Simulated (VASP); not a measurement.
VASP ran on this input.

**INCAR**
```
# general
SYSTEM  = RuAl
PREC    = Accurate
ENCUT   = 520
LREAL   = F
LASPH   = T

# electronic loop
EDIFF   = 1E-7
NELM    = 100
ALGO    = Normal
LMAXMIX = 4

# smearing
ISMEAR  = -5

# functional
GGA     = 91

# ions
ISIF    = 2

# output
LWAVE   = F
LCHARG  = T
LORBIT  = 11
NEDOS   = 601
```

### KPOINTS
```
Automatic mesh
0
Gamma
14 14 14
0 0 0
```

POSCAR:
```
RuAl
1
    3.0063195587     0.0000000000    -0.0000000000
    0.0000000000     3.0063195587    -0.0000000000
    0.0000000000     0.0000000000     3.0063195587
Al Ru
1 1
Direct
  0.5000000000   0.5000000000   0.5000000000
  0.0000000000   0.0000000000   0.0000000000
```

POTCAR, in this order: Al Ru_pv (PBE.64 set). Program: vasp_std.

Write an equivalent input for Quantum ESPRESSO's pw.x.

One equivalent input (not run):
```
&CONTROL
  calculation = 'scf'
  pseudo_dir = './pseudo'
  outdir = './out'
  tprnfor = .true.
  tstress = .true.
/
&SYSTEM
  ibrav = 0
  nat = 2
  ntyp = 2
  ecutwfc = 84
  occupations = 'tetrahedra'
  input_dft = 'pw91'
/
&ELECTRONS
  conv_thr = 7.3e-09
  electron_maxstep = 100
/
ATOMIC_SPECIES
  Al 26.982 Al.upf
  Ru 101.070 Ru.upf
CELL_PARAMETERS angstrom
     3.0063196    0.0000000   -0.0000000
     0.0000000    3.0063196   -0.0000000
     0.0000000    0.0000000    3.0063196
ATOMIC_POSITIONS crystal
  Al   0.5000000  0.5000000  0.5000000
  Ru   0.0000000  0.0000000  0.0000000
K_POINTS automatic
  14 14 14 0 0 0
```
The two are equivalent in intent, not identical: the potentials are each code's own (VASP's PAW set, PseudoDojo norm-conserving files in pw.x), so ENCUT and ecutwfc are chosen apart and not converted; conv_thr bounds pw.x's estimated SCF error, while EDIFF bounds the energy change between steps.

The compound is RuAl in the CsCl type structure. It was relaxed first.
